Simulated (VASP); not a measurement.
# ZnPt (P4/mmm) in VASP: single point with LDA

Aim: the single point of ZnPt with LDA.

All numbers are computed with VASP 6.6.1; they aren't measurements. Logs are shortened: lines on timing, memory, paths and dates and some standing lists are left out, and cuts for length are marked.

## (1) Starting point

The structure is tetragonal, space group P4/mmm (No. 123). The conventional cell has a = 2.864 Å, b = 2.864 Å, c = 3.510 Å, α = 90.00°, β = 90.00°, γ = 90.00°. Around Zn (site symmetry 4/mmm) lie 8 Pt at 2.68 Å and 4 Zn at 2.86 Å. Pt (site symmetry 4/mmm) has 8 Zn at 2.68 Å and 4 Pt at 2.86 Å as nearest neighbours.

## (2) Single point, LDA

Contents of INCAR:

```
SYSTEM = ZnPt
ALGO = Normal
EDIFF = 1E-6
ENCUT = 520
ISIF = 2
ISMEAR = 0
LASPH = .TRUE.
LCHARG = .TRUE.
LELF = .TRUE.
LREAL = .FALSE.
LVHAR = .TRUE.
LWAVE = .FALSE.
NBANDS = 18
NELM = 100
PREC = Accurate
SIGMA = 0.1
```

Contents of KPOINTS:

```
k-points
0
G
  6 6 6
  0 0 0
```

Contents of POSCAR:

```
ZnPt
1.0
    2.8640000000      0.0000000000      0.0000000000
    0.0000000000      2.8640000000      0.0000000000
    0.0000000000      0.0000000000      3.5100000000
Zn Pt
1 1
Direct
    0.5000000000      0.5000000000      0.5000000000
    0.0000000000      0.0000000000      0.0000000000
```

Potentials or basis: VASP PAW LDA potentials, release 64 (Zn, Pt).

The run is started by

```console
$ cat potpaw_LDA.64/Zn/POTCAR potpaw_LDA.64/Pt/POTCAR > POTCAR
$ mpirun -np 1 vasp_std > vasp.out
```

OUTCAR:

```text
SYSTEM = ZnPt
   EDIFF = 1E-6
   ENCUT = 520
   ISIF = 2
   ISMEAR = 0
   LASPH = .TRUE.
   LREAL = .FALSE.
   NELM = 100
   PREC = Accurate

 ion  position               nearest neighbor table
   1  0.500  0.500  0.500-   2 2.68   2 2.68   2 2.68   2 2.68   2 2.68   2 2.68   2 2.68   2 2.68

   2  0.000  0.000  0.000-   1 2.68   1 2.68   1 2.68   1 2.68   1 2.68   1 2.68   1 2.68   1 2.68

  LATTYP: Found a simple tetragonal cell.
 ALAT       =     2.8640000000
 C/A-ratio  =     1.2255586592

  Lattice vectors:

 A1 = (   2.8640000000,   0.0000000000,   0.0000000000)
 A2 = (   0.0000000000,   2.8640000000,   0.0000000000)
 A3 = (   0.0000000000,   0.0000000000,   3.5100000000)

Analysis of symmetry for initial positions (statically):
=====================================================================
 Subroutine PRICEL returns:
 Original cell was already a primitive cell.

 Routine SETGRP: Setting up the symmetry group for a
 simple tetragonal supercell.

 Subroutine GETGRP returns: Found 16 space group operations
 (whereof 16 operations were pure point group operations)
 out of a pool of 16 trial point group operations.

The static configuration has the point symmetry D_4h.

Analysis of symmetry for dynamics (positions and initial velocities):
=====================================================================
 Subroutine PRICEL returns:
 Original cell was already a primitive cell.

 Routine SETGRP: Setting up the symmetry group for a
 simple tetragonal supercell.

 Subroutine GETGRP returns: Found 16 space group operations
 (whereof 16 operations were pure point group operations)
 out of a pool of 16 trial point group operations.

The dynamic configuration has the point symmetry D_4h.

 Subroutine INISYM returns: Found 16 space group operations
 (whereof 16 operations are pure point group operations),
 and found     1 'primitive' translations

----------------------------------------------------------------------------------------

                                     Primitive cell

  volume of cell :      28.7908

  direct lattice vectors                    reciprocal lattice vectors
     2.864000000  0.000000000  0.000000000     0.349162011  0.000000000  0.000000000
     0.000000000  2.864000000  0.000000000     0.000000000  0.349162011  0.000000000
     0.000000000  0.000000000  3.510000000     0.000000000  0.000000000  0.284900285

  length of vectors
     2.864000000  2.864000000  3.510000000     0.349162011  0.349162011  0.284900285

  position of ions in fractional coordinates (direct lattice)
     0.500000000  0.500000000  0.500000000
     0.000000000  0.000000000  0.000000000

  ion indices of the primitive-cell ions
   primitive index   ion index
                 1           1
                 2           2

----------------------------------------------------------------------------------------

 KPOINTS: k-points

Automatic generation of k-mesh.
 Grid dimensions read from file:
 generate k-points for:    6    6    6

 Generating k-lattice:

  Cartesian coordinates                     Fractional coordinates (reciprocal lattice)
     0.058193669  0.000000000  0.000000000     0.166666667  0.000000000  0.000000000
     0.000000000  0.058193669  0.000000000     0.000000000  0.166666667  0.000000000
     0.000000000  0.000000000  0.047483381     0.000000000  0.000000000  0.166666667

  Length of vectors
     0.058193669  0.058193669  0.047483381

  Shift w.r.t. Gamma in fractional coordinates (k-lattice)
     0.000000000  0.000000000  0.000000000

 Subroutine IBZKPT returns following result:
 ===========================================

 Found     40 irreducible k-points:

 Following reciprocal coordinates:
            Coordinates               Weight
  0.000000  0.000000  0.000000      1.000000
  0.166667  0.000000  0.000000      4.000000
  0.333333  0.000000  0.000000      4.000000
  0.500000  0.000000  0.000000      2.000000
  0.166667  0.166667  0.000000      4.000000
  0.333333  0.166667  0.000000      8.000000
[... 16 lines left out ...]
  0.333333  0.000000  0.333333      8.000000
  0.500000  0.000000  0.333333      4.000000
 [... further k-points ...]
   k-points           NKPTS =     40   k-points in BZ     NKDIM =     40   number of bands    NBANDS=     18
   number of dos      NEDOS =    301   number of ions     NIONS =      2
   total plane-waves  NPLWV =  16128
   dimension x,y,z NGX =    24 NGY =   24 NGZ =   28
   dimension x,y,z NGXF=    48 NGYF=   48 NGZF=   56
   ions per type =               1   1
   NGX,Y,Z   is equivalent  to a cutoff of  13.93, 13.93, 13.26 a.u.
   NGXF,Y,Z  is equivalent  to a cutoff of  27.86, 27.86, 26.52 a.u.
 SYSTEM =  ZnPt
   PREC   = accura    normal or accurate (medium, high low for compatibility)
   ISTART =      0    job   : 0-new  1-cont  2-samecut
   ICHARG =      2    charge: 1-file 2-atom 10-const
   ISPIN  =      1    spin polarized calculation?
   LNONCOLLINEAR =      F non collinear calculations
   LSORBIT =      F    spin-orbit coupling
   LASPH  =      T    aspherical Exc in radial PAW
   ENCUT  =  520.0 eV  38.22 Ry    6.18 a.u.   5.33  5.33  6.53*2*pi/ulx,y,z
   NELM   =    100;   NELMIN=  2; NELMDL= -5     # of ELM steps
   EDIFF  = 0.1E-05   stopping-criterion for ELM
   LREAL  =      F    real-space projection
   EDIFFG = 0.1E-04   stopping-criterion for IOM
   NSW    =      0    number of steps for IOM
   IBRION =     -1    ionic relax: 0-MD 1-quasi-New 2-CG
   NFREE  =      0    steps in history (QN), initial steepest desc. (CG)
   ISIF   =      2    stress and relaxation
   ISYM   =      2    0-nonsym 1-usesym 2-fastsym
   POTIM  = 0.5000    time-step for ionic-motion
   TEBEG  =    0.0;   TEEND  =   0.0 temperature during run
   PSTRESS=    0.0 pullay stress
   NELECT =      22.0000    total number of electrons
   NUPDOWN=      -1.0000    fix difference up-down
   EMIN   =  10.00;   EMAX   =-10.00  energy-range for DOS
   EFERMI =   0.00;   METHOD = LEGACY
   ISMEAR =     0;   SIGMA  =   0.10  broadening in eV -4-tet -1-fermi 0-gaus
   EFERMI_NEDOS =   21; number of points for ismear=-14 and -15
   IALGO  =     38    algorithm
   IMIX   =      4    mixing-type and parameters
     AMIX     =   0.40;   BMIX     =  1.00
     AMIX_MAG =   1.60;   BMIX_MAG =  1.00
  volume/ion in A,a.u.               =      14.40        97.14
  Fermi-wavevector in a.u.,A,eV,Ry     =   1.496688  2.828331 30.478080  2.240076
  Thomas-Fermi vector in A             =   2.608673
   LORBIT       =      0    0 simple, 1 ext, 2 COOP (PROOUT), +10 PAW based schemes
   GGA     = CA    functional components
   LHFCALC =     F    Hartree Fock is set to
   AEXX    =    0.0000 exact exchange contribution
   IVDW    =     0    specifies the selected vdW correction
   LEPSILON=     F    determine dielectric tensor
   LRPA    =     F    only Hartree local field effects (RPA)
 non-spin polarized calculation
 Gauss-broadening in eV      SIGMA  =   0.10
  energy-cutoff  :      520.00
  volume of cell :       28.79
 maximum number of plane-waves:       794
 NGX is ok and might be reduce to    24
   NGX = 11   NGY = 11   NGZ = 13

 number of electron      22.0000007 magnetization

 Free energy of the ion-electron system (eV)
  ---------------------------------------------------
  ext. energy  EPLUGINS =         0.00000000
  ---------------------------------------------------
  free energy    TOTEN  =       -10.48281766 eV

  energy without entropy =      -10.47815669  energy(sigma->0) =      -10.48048718

 E-fermi :   7.3477     XC(G=0): -13.1017

 val. band max:        7.3408668117   @ k =   0.5000   0.5000   0.1667
 cond. band min:       7.3477072978   @ k =   0.5000   0.5000   0.3333
 fundamental gap:      0.0068404862
 Fermi energy:         7.3477071431

 k-point     1 :       0.0000    0.0000    0.0000
  band No.  band energies     occupation
      1      -3.1675      2.00000
      2      -0.5496      2.00000
      3      -0.5077      2.00000
      4       0.2272      2.00000
      5       0.2272      2.00000
      6       0.4572      2.00000
[... 10 lines left out ...]
     17      22.7877      0.00000
     18      24.6661      0.00000

 k-point     2 :       0.1667    0.0000    0.0000
  band No.  band energies     occupation
      1      -2.5681      2.00000
      2      -0.4212      2.00000
      3      -0.3292      2.00000
      4       0.1761      2.00000
      5       0.2723      2.00000
      6       0.4068      2.00000
[... 10 lines left out ...]
     17      24.6256      0.00000
     18      26.2823      0.00000

 k-point     3 :       0.3333    0.0000    0.0000
  band No.  band energies     occupation
      1      -1.0022      2.00000
      2      -0.1842      2.00000
      3       0.0666      2.00000
      4       0.0823      2.00000
      5       0.3089      2.00000
      6       0.3645      2.00000
[... 10 lines left out ...]
     17      21.6893      0.00000
     18      24.0299      0.00000

 k-point     4 :       0.5000    0.0000    0.0000
  band No.  band energies     occupation
      1      -0.1678      2.00000
      2       0.0403      2.00000
      3       0.1057      2.00000
      4       0.2616      2.00000
      5       0.4117      2.00000
      6       0.6713      2.00000
[... 375 lines left out ...]
      4       0.2683      2.00000
      5       0.3405      2.00000
      6       0.4135      2.00000
[... 10 lines left out ...]
     17      23.3476      0.00000
     18      24.6749      0.00000

 k-point    23 :       0.3333    0.0000    0.3333
  band No.  band energies     occupation
      1      -0.7423      2.00000
      2      -0.3715      2.00000
      3       0.1760      2.00000
      4       0.2751      2.00000
      5       0.2782      2.00000
      6       0.9704      2.00000
[... 10 lines left out ...]
     17      23.8173      0.00000
     18      24.1549      0.00000

 k-point    24 :       0.5000    0.0000    0.3333
  band No.  band energies     occupation
      1      -0.6124      2.00000
      2      -0.5311      2.00000
      3       0.1236      2.00000
      4       0.2172      2.00000
      5       0.3423      2.00000
      6       1.7457      2.00000
[... 10 lines left out ...]
     17      23.3218      0.00000
     18      24.2784      0.00000

 [... further k-points ...]

------------------------ aborting loop because EDIFF is reached ----------------------------------------

  FORCE on cell =-STRESS in cart. coord.  units (eV):
  Direction    XX          YY          ZZ          XY          YZ          ZX
  --------------------------------------------------------------------------------------
  -------------------------------------------------------------------------------------
  Total       -1.9296903     -1.9296903     -1.5986582      0.0000000      0.0000000      0.0000000
  in kB     -107.3853534   -107.3853534    -88.9637464      0.0000000      0.0000000      0.0000000
  external PRESSURE =    -101.2448177 kB  Pullay stress =       0.0000000 kB

 VOLUME and BASIS-vectors are now :
 -----------------------------------------------------------------------------
  energy-cutoff  :      520.00
  volume of cell :       28.79
      direct lattice vectors                 reciprocal lattice vectors
     2.864000000  0.000000000  0.000000000     0.349162011  0.000000000  0.000000000
     0.000000000  2.864000000  0.000000000     0.000000000  0.349162011  0.000000000
     0.000000000  0.000000000  3.510000000     0.000000000  0.000000000  0.284900285

 POSITION                                       TOTAL-FORCE (eV/Angst)
 -----------------------------------------------------------------------------------
      1.43200      1.43200      1.75500         0.000000      0.000000      0.000000
      0.00000      0.00000      0.00000         0.000000      0.000000      0.000000
 -----------------------------------------------------------------------------------
    total drift:                                0.000000      0.000000     -0.000000

  FREE ENERGIE OF THE ION-ELECTRON SYSTEM (eV)
  ---------------------------------------------------
  free  energy   TOTEN  =       -10.4828176591 eV

  energy  without entropy=      -10.4781566941  energy(sigma->0) =      -10.48048718
```

Wall time 10 s (1 thread of Intel Xeon Platinum 8375C at 2.90GHz (Ice Lake), shared host); peak memory 0.14 GiB.

Results:

```
Free energy            : -10.4828 eV
Pressure               : -10.1 GPa
Band gap on the k mesh : none (metal or under the smearing width)
```

Stress tensor (GPa, compression positive):
```
-10.74   0.00   0.00
  0.00 -10.74   0.00
  0.00   0.00  -8.90
```

Levels at points of the mesh, in eV from the Fermi level:
```csv
k point,band 7,band 8,band 9,band 10,band 11,band 12,band 13,band 14,band 15,band 16
"(0.00, 0.00, 0.00)",-4.76,-4.12,-1.65,-1.65,-1.09,2.29,8.18,8.18,8.69,15.09
"(0.50, 0.00, 0.00)",-4.39,-4.39,-4.30,-2.79,-1.74,0.99,8.97,9.61,11.21,12.26
"(0.50, 0.50, 0.00)",-2.72,-2.70,-2.70,-0.52,-0.52,-0.01,4.92,5.32,8.86,11.70
"(0.00, 0.00, 0.50)",-6.09,-5.09,-2.54,-2.54,-2.04,-1.16,12.30,13.48,13.48,13.87
"(0.50, 0.00, 0.50)",-4.37,-2.24,-1.97,-1.72,-1.42,-1.34,2.92,4.00,13.28,15.16
"(0.50, 0.50, 0.50)",-5.21,-5.21,-1.42,0.00,2.46,5.00,5.00,5.44,6.84,6.86
```

Caveat: the k mesh is coarse (spacing up to 0.37 Å⁻¹), so the values aren't converged. Spin-orbit coupling is left out, which matters for the levels of Pt.
